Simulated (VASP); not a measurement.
# Nb2SnCl6 (Fm-3m) in VASP: a series of runs

One crystal, Nb2SnCl6, is run at these levels: LDA; tasks: relaxation of cell and atoms, single point.

Program: VASP 6.6.1. These are calculated values, not measurements. Logs are shortened: lines on timing, memory, paths and dates and some standing lists are left out, and cuts for length are marked.

### Step 1. The structure

It takes space group Fm-3m (No. 225, cubic). Conventional cell: a = 9.604 Å, b = 9.604 Å, c = 9.604 Å, α = 90.00°, β = 90.00°, γ = 90.00°. Sn (site symmetry m-3m) is surrounded by 6 Cl at 2.31 Å. Nb (site symmetry -43m) has 12 Cl at 3.40 Å as nearest neighbours. Cl (site symmetry 4mm) is surrounded by 1 Sn at 2.31 Å.

The cell was built by a generator and needn't be a form met in nature.

### Step 2. Relaxation of cell and atoms, LDA

File INCAR:

```
SYSTEM = Nb2SnCl6
ALGO = Fast
EDIFF = 1E-6
EDIFFG = -0.03
ENCUT = 600
IBRION = 2
ISIF = 3
ISMEAR = -1
LASPH = .True.
LCHARG = .False.
LREAL = .False.
LWAVE = .False.
NELM = 60
NSW = 60
PREC = Accurate
SIGMA = 0.0918
```

File KPOINTS:

```
k-points
0
Gamma
  6 6 6
  0 0 0
```

File POSCAR:

```
Nb2SnCl6
1.0
    0.0000000000      4.8021700000      4.8021700000
    4.8021700000      0.0000000000      4.8021700000
    4.8021700000      4.8021700000      0.0000000000
Sn Nb Cl
1 2 6
Direct
    0.0000000000      0.0000000000      0.0000000000
    0.2500000000      0.2500000000      0.2500000000
    0.7500000000      0.7500000000      0.7500000000
    0.7600000000      0.2400000000      0.2400000000
    0.2400000000      0.7600000000      0.2400000000
    0.2400000000      0.7600000000      0.7600000000
    0.7600000000      0.2400000000      0.7600000000
    0.2400000000      0.2400000000      0.7600000000
    0.7600000000      0.7600000000      0.2400000000
```

Potentials or basis: VASP PAW LDA potentials, release 64 (Sn_d, Nb_sv, Cl).

Command:

```
cat potpaw_LDA.64/Sn_d/POTCAR potpaw_LDA.64/Nb_sv/POTCAR potpaw_LDA.64/Cl/POTCAR > POTCAR
mpirun -np 1 vasp_std > vasp.out
```

OUTCAR:

```text
SYSTEM = Nb2SnCl6
   EDIFF = 1E-6
   EDIFFG = -0.03
   ENCUT = 600
   IBRION = 2
   ISIF = 3
   ISMEAR = -1
   LASPH = .True.
   LREAL = .False.
   NELM = 60
   NSW = 60
   PREC = Accurate

 ion  position               nearest neighbor table
   1  0.000  0.000  0.000-   4 2.31   5 2.31   6 2.31   7 2.31   8 2.31   9 2.31
   2  0.250  0.250  0.250-
   3  0.750  0.750  0.750-
   4  0.760  0.240  0.240-   1 2.31
   5  0.240  0.760  0.240-   1 2.31
   6  0.240  0.760  0.760-   1 2.31
   7  0.760  0.240  0.760-   1 2.31
   8  0.240  0.240  0.760-   1 2.31
   9  0.760  0.760  0.240-   1 2.31

  LATTYP: Found a face centered cubic cell.
 ALAT       =     9.6043400000

  Lattice vectors:

 A1 = (   0.0000000000,   4.8021700000,   4.8021700000)
 A2 = (   4.8021700000,   0.0000000000,   4.8021700000)
 A3 = (   4.8021700000,   4.8021700000,   0.0000000000)

Analysis of symmetry for initial positions (statically):
=====================================================================
 Subroutine PRICEL returns:
 Original cell was already a primitive cell.

 Routine SETGRP: Setting up the symmetry group for a
 face centered cubic supercell.

 Subroutine GETGRP returns: Found 48 space group operations
 (whereof 48 operations were pure point group operations)
 out of a pool of 48 trial point group operations.

The static configuration has the point symmetry O_h .

Analysis of symmetry for dynamics (positions and initial velocities):
=====================================================================
 Subroutine PRICEL returns:
 Original cell was already a primitive cell.

 Routine SETGRP: Setting up the symmetry group for a
 face centered cubic supercell.

 Subroutine GETGRP returns: Found 48 space group operations
 (whereof 48 operations were pure point group operations)
 out of a pool of 48 trial point group operations.

The dynamic configuration has the point symmetry O_h .

 Subroutine INISYM returns: Found 48 space group operations
 (whereof 48 operations are pure point group operations),
 and found     1 'primitive' translations

----------------------------------------------------------------------------------------

                                     Primitive cell

  volume of cell :     221.4841

  direct lattice vectors                    reciprocal lattice vectors
     0.000000000  4.802170000  4.802170000    -0.104119596  0.104119596  0.104119596
     4.802170000  0.000000000  4.802170000     0.104119596 -0.104119596  0.104119596
     4.802170000  4.802170000  0.000000000     0.104119596  0.104119596 -0.104119596

  length of vectors
     6.791293943  6.791293943  6.791293943     0.180340430  0.180340430  0.180340430

  position of ions in fractional coordinates (direct lattice)
     0.000000000  0.000000000  0.000000000
     0.250000000  0.250000000  0.250000000
     0.750000000  0.750000000  0.750000000
     0.760000000  0.240000000  0.240000000
     0.240000000  0.760000000  0.240000000
     0.240000000  0.760000000  0.760000000
     0.760000000  0.240000000  0.760000000
     0.240000000  0.240000000  0.760000000
     0.760000000  0.760000000  0.240000000

  ion indices of the primitive-cell ions
   primitive index   ion index
                 1           1
                 2           2
                 3           3
                 4           4
                 5           5
                 6           6
                 7           7
                 8           8
                 9           9

----------------------------------------------------------------------------------------

 KPOINTS: k-points

Automatic generation of k-mesh.
 Grid dimensions read from file:
 generate k-points for:    6    6    6

[... 38 lines left out ...]
   total plane-waves  NPLWV = 157464
   dimension x,y,z NGX =    54 NGY =   54 NGZ =   54
   dimension x,y,z NGXF=   108 NGYF=  108 NGZF=  108
   ions per type =               1   2   6
   NGX,Y,Z   is equivalent  to a cutoff of  13.22, 13.22, 13.22 a.u.
   NGXF,Y,Z  is equivalent  to a cutoff of  26.44, 26.44, 26.44 a.u.
 SYSTEM =  Nb2SnCl6
   PREC   = accura    normal or accurate (medium, high low for compatibility)
   ISTART =      0    job   : 0-new  1-cont  2-samecut
   ICHARG =      2    charge: 1-file 2-atom 10-const
   ISPIN  =      1    spin polarized calculation?
   LNONCOLLINEAR =      F non collinear calculations
   LSORBIT =      F    spin-orbit coupling
   LASPH  =      T    aspherical Exc in radial PAW
   ENCUT  =  600.0 eV  44.10 Ry    6.64 a.u.  13.56 13.56 13.56*2*pi/ulx,y,z
   NELM   =     60;   NELMIN=  2; NELMDL= -5     # of ELM steps
   EDIFF  = 0.1E-05   stopping-criterion for ELM
   LREAL  =      F    real-space projection
   EDIFFG = -.3E-01   stopping-criterion for IOM
   NSW    =     60    number of steps for IOM
   IBRION =      2    ionic relax: 0-MD 1-quasi-New 2-CG
   NFREE  =      1    steps in history (QN), initial steepest desc. (CG)
   ISIF   =      3    stress and relaxation
   ISYM   =      2    0-nonsym 1-usesym 2-fastsym
   POTIM  = 0.5000    time-step for ionic-motion
   TEBEG  =    0.0;   TEEND  =   0.0 temperature during run
   PSTRESS=    0.0 pullay stress
   NELECT =      82.0000    total number of electrons
   NUPDOWN=      -1.0000    fix difference up-down
   EMIN   =  10.00;   EMAX   =-10.00  energy-range for DOS
   EFERMI =   0.00;   METHOD = LEGACY
   ISMEAR =    -1;   SIGMA  =   0.09  broadening in eV -4-tet -1-fermi 0-gaus
   EFERMI_NEDOS =   21; number of points for ismear=-14 and -15
   IALGO  =     68    algorithm
   IMIX   =      4    mixing-type and parameters
     AMIX     =   0.40;   BMIX     =  1.00
     AMIX_MAG =   1.60;   BMIX_MAG =  1.00
  volume/ion in A,a.u.               =      24.61       166.07
  Fermi-wavevector in a.u.,A,eV,Ry     =   1.175525  2.221420 18.801338  1.381859
  Thomas-Fermi vector in A             =   2.311904
   LORBIT       =      0    0 simple, 1 ext, 2 COOP (PROOUT), +10 PAW based schemes
   GGA     = CA    functional components
   LHFCALC =     F    Hartree Fock is set to
   AEXX    =    0.0000 exact exchange contribution
   IVDW    =     0    specifies the selected vdW correction
   LEPSILON=     F    determine dielectric tensor
   LRPA    =     F    only Hartree local field effects (RPA)
 conjugate gradient relaxation of ions
 non-spin polarized calculation
 RMM-DIIS sequential band-by-band and
  energy-cutoff  :      600.00
  volume of cell :      221.48
 maximum number of plane-waves:      7443
   NGX = 27   NGY = 27   NGZ = 27

--------------------------------------- Ionic step        1  -------------------------------------------

 number of electron      81.9999997 magnetization

 Free energy of the ion-electron system (eV)
  ---------------------------------------------------
  ext. energy  EPLUGINS =         0.00000000
  ---------------------------------------------------
  free energy    TOTEN  =       -34.62287149 eV

  energy without entropy =      -34.00442843  energy(sigma->0) =      -34.31364996

------------------------ aborting loop EDIFF was not reached (unconverged)  ----------------------------

  FORCE on cell =-STRESS in cart. coord.  units (eV):
  Direction    XX          YY          ZZ          XY          YZ          ZX
  --------------------------------------------------------------------------------------
  -------------------------------------------------------------------------------------
  Total       -0.2528092     -0.2528092     -0.2528092     -0.0000000     -0.0000000      0.0000000
  in kB       -1.8287776     -1.8287776     -1.8287776     -0.0000000     -0.0000000      0.0000000
  external PRESSURE =      -1.8287776 kB  Pullay stress =       0.0000000 kB
[... 73 lines left out ...]
--------------------------------------- Ionic step        3  -------------------------------------------

 number of electron      82.0000003 magnetization

 E-fermi :   5.2736     XC(G=0):  -9.8428

 val. band max:        5.2720399407   @ k =   0.1667   0.1667   0.0000
 cond. band min:       5.2772076051   @ k =  -0.1667   0.1667   0.0000
 fundamental gap:      0.0051676644
 Fermi energy:         5.2736331604

 k-point     1 :       0.0000    0.0000    0.0000
  band No.  band energies     occupation
      1     -50.4225      2.00000
      2     -50.4223      2.00000
      3     -26.6155      2.00000
      4     -26.6155      2.00000
      5     -26.6155      2.00000
      6     -26.6134      2.00000
[... 949 lines left out ...]
--------------------------------------- Ionic step        6  -------------------------------------------

 number of electron      81.9999998 magnetization

------------------------ aborting loop because EDIFF is reached ----------------------------------------

  FORCE on cell =-STRESS in cart. coord.  units (eV):
  Direction    XX          YY          ZZ          XY          YZ          ZX
  --------------------------------------------------------------------------------------
  -------------------------------------------------------------------------------------
  Total       -1.2024158     -1.2024158     -1.2024158      0.0000000      0.0000000     -0.0000000
  in kB      -10.2972192    -10.2972192    -10.2972192      0.0000000      0.0000000     -0.0000000
  external PRESSURE =     -10.2972192 kB  Pullay stress =       0.0000000 kB
[... 30 lines left out ...]
--------------------------------------- Ionic step        7  -------------------------------------------

 number of electron      81.9999995 magnetization

 Free energy of the ion-electron system (eV)
  ---------------------------------------------------
  ext. energy  EPLUGINS =         0.00000000
  ---------------------------------------------------
  free energy    TOTEN  =       -36.87173403 eV

  energy without entropy =      -36.38308550  energy(sigma->0) =      -36.62740976

 E-fermi :   7.4286     XC(G=0): -10.6744

 val. band max:        7.4156977534   @ k =   0.5000   0.5000   0.0000
 cond. band min:       7.4322684828   @ k =  -0.3333   0.3333   0.1667
 fundamental gap:      0.0165707293
 Fermi energy:         7.4286291526

 k-point     1 :       0.0000    0.0000    0.0000
  band No.  band energies     occupation
      1     -48.1431      2.00000
      2     -48.1426      2.00000
      3     -24.3557      2.00000
      4     -24.3557      2.00000
      5     -24.3557      2.00000
      6     -24.3502      2.00000
[... 821 lines left out ...]
     48       8.4073      0.00005
     49      10.0120      0.00000

------------------------ aborting loop because EDIFF is reached ----------------------------------------

  FORCE on cell =-STRESS in cart. coord.  units (eV):
  Direction    XX          YY          ZZ          XY          YZ          ZX
  --------------------------------------------------------------------------------------
  -------------------------------------------------------------------------------------
  Total       -0.1844192     -0.1844192     -0.1844192      0.0000000     -0.0000000     -0.0000000
  in kB       -1.5987464     -1.5987464     -1.5987464      0.0000000     -0.0000000     -0.0000000
  external PRESSURE =      -1.5987464 kB  Pullay stress =       0.0000000 kB
[... 24 lines left out ...]
  FREE ENERGIE OF THE ION-ELECTRON SYSTEM (eV)
  ---------------------------------------------------
  free  energy   TOTEN  =       -36.8717340280 eV

  energy  without entropy=      -36.3830854963  energy(sigma->0) =      -36.62740976

 reached required accuracy - stopping structural energy minimisation
```

It took 2.2 h on 1 thread of Intel Xeon Platinum 8559C (Emerald Rapids), shared host; peak memory 0.43 GiB.

Results:

- Free energy: -36.8717 eV
- Relaxed volume: 20.54 Å³/atom
- Relaxed cell: a = 6.394 Å, b = 6.394 Å, c = 6.394 Å, α = 60.00°, β = 60.00°, γ = 60.00°
- Space group after relaxing (to 0.05 Å): Fm-3m (No. 225)
- Energy gained by relaxing: 249.9 meV/atom
- Ionic steps: 7
- Pressure after relaxing: -0.2 GPa
- Largest force after relaxing: 0.015 eV/Å
- Band gap on the k mesh: none (metal or under the smearing width)

Forces on the atoms (eV/Å):
```
Sn   0.000  0.000  0.000
Nb   0.000  0.000  0.000
Nb   0.000  0.000  0.000
Cl   0.015  0.000  0.000
Cl   0.000  0.015  0.000
Cl  -0.015  0.000  0.000
Cl   0.000 -0.015  0.000
Cl   0.000  0.000  0.015
Cl   0.000  0.000 -0.015
```

The path:
| step | energy change (eV) | largest force (eV/Å) | pressure (GPa) | volume (Å³) |
| --- | --- | --- | --- | --- |
| 1 | 0.0000 | 2.2955 | -0.18 | 221.48 |
| 2 | -1.0602 | 0.9061 | -4.10 | 220.58 |
| 3 | -1.3919 | 0.1160 | -5.63 | 219.82 |
| 4 | -2.1528 | 0.3565 | -1.65 | 189.54 |
| 5 | -2.2022 | 0.3810 | -1.16 | 187.70 |
| 6 | -2.2076 | 0.3963 | -1.03 | 187.09 |
| 7 | -2.2489 | 0.0150 | -0.16 | 184.82 |

Final structure:
```
Sn Nb Cl
1.0
     0.00000    4.52101    4.52101
     4.52101    0.00000    4.52101
     4.52101    4.52101    0.00000
Sn Nb Cl
1 2 6
Direct
  0.00000 0.00000 0.00000
  0.25000 0.25000 0.25000
  0.75000 0.75000 0.75000
  0.73284 0.26716 0.26716
  0.26716 0.73284 0.26716
  0.26716 0.73284 0.73284
  0.73284 0.26716 0.73284
  0.26716 0.26716 0.73284
  0.73284 0.73284 0.26716
```

Caveat: the volume moved by over 15 % at a fixed basis, so the end points are rough.

(Part 1 of 2 ends here.)
